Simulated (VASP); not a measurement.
Set up this calculation in VASP 6.6.1, as the native input.

```
Task                               : single point
Functional                         : PBE0
Potentials or basis                : VASP PAW PBE potentials, release 64 (I, W_sv)
Cutoff                             : 520 eV
k mesh                             : 3 × 2 × 1
Occupations                        : gaussian, width 0.0323 eV
Spin                               : no spin polarisation
Dipole correction                  : no
Exchange at q = 0                  : truncated
Grid for exact exchange (PRECFOCK) : Fast
Further INCAR settings             : ALGO = Normal; EDIFF = 1e-07; NBANDS = 52
```

Crystal: WI.

```xyz
8
Lattice="0.0000 3.8870 0.0000 7.1490 -1.9435 0.0000 -0.2689 1.9435 -8.7777" Properties=species:S:1:pos:R:3 pbc="T T T"
I     0.6736    3.8870   -7.1756
I     6.2065    0.0000   -1.6020
I     5.3783    0.0000   -4.8418
I     1.5017    3.8870   -3.9358
W     4.7103    3.8870   -7.3015
W     2.1698    0.0000   -1.4761
W     2.8356    1.9435   -7.1457
W     4.0445    1.9435   -1.6319
```

The cell was built by a generator and needn't be a form met in nature.

The input as run:

POSCAR

```
WI
1.0
    0.0000000000      3.8870400000      0.0000000000
    7.1490120000     -1.9435200000      0.0000000000
   -0.2689230000      1.9435200000     -8.7776550000
I W
4 4
Direct
    0.6537400000      0.1249700000      0.8174900000
    0.3462600000      0.8750300000      0.1825100000
    0.1107300000      0.7730700000      0.5516100000
    0.8892700000      0.2269300000      0.4483900000
    0.9291700000      0.6901700000      0.8318300000
    0.0708300000      0.3098300000      0.1681700000
    0.3065900000      0.4272600000      0.8140800000
    0.6934100000      0.5727400000      0.1859200000
```

INCAR.step1

```
ALGO = Normal
EDIFF = 1E-5
ENCUT = 520
GGA = PE
ISIF = 2
ISMEAR = 0
LASPH = True
LCHARG = False
LREAL = False
LWAVE = True
NBANDS = 52
NELM = 100
PREC = Accurate
SIGMA = 0.0323
```

INCAR.step2

```
AEXX = 0.25
ALGO = Normal
EDIFF = 1E-7
ENCUT = 520
GGA = PE
HFRCUT = -1
ISIF = 2
ISMEAR = 0
ISTART = 1
LASPH = True
LCHARG = False
LHFCALC = True
LREAL = False
LWAVE = False
NBANDS = 52
NELM = 100
PREC = Accurate
PRECFOCK = Fast
SIGMA = 0.0323
```

KPOINTS

```
k-points
0
Gamma
  3 2 1
```

Potentials or basis: VASP PAW PBE potentials, release 64 (I, W_sv).

Run with:

```bash
$ cat potpaw_PBE.64/I/POTCAR potpaw_PBE.64/W_sv/POTCAR > POTCAR
$ cp INCAR.step1 INCAR
$ mpirun -np 1 vasp_std > vasp.out
$ cp INCAR.step2 INCAR
$ mpirun -np 1 vasp_std > vasp.out
```

Results of the run:

```yaml
Pressure: -11.1 GPa
Largest_force: 4.921 eV/Å
Band_gap_on_the_k_mesh: 1.11 eV, indirect (least direct gap 1.55 eV)
```

Caveat: the k mesh is coarse (spacing up to 0.72 Å⁻¹), so the values aren't converged, least of all with exact exchange; the PAW data sets were made with another functional, which shifts forces and pressure a little; spin-orbit coupling is left out, which moves the levels of the heavy elements; an odd mesh through Γ misses points on the zone boundary, where band edges often lie; this functional lacks dispersion, which binds the layers, so the pressure and a relaxed spacing across them are unreliable.

Run time: 15 min on 1 thread of Intel(R) Xeon(R) Platinum 8259CL CPU @ 2.50GHz (Skylake/Cascade Lake), on a shared host, peak memory 0.39 GiB.
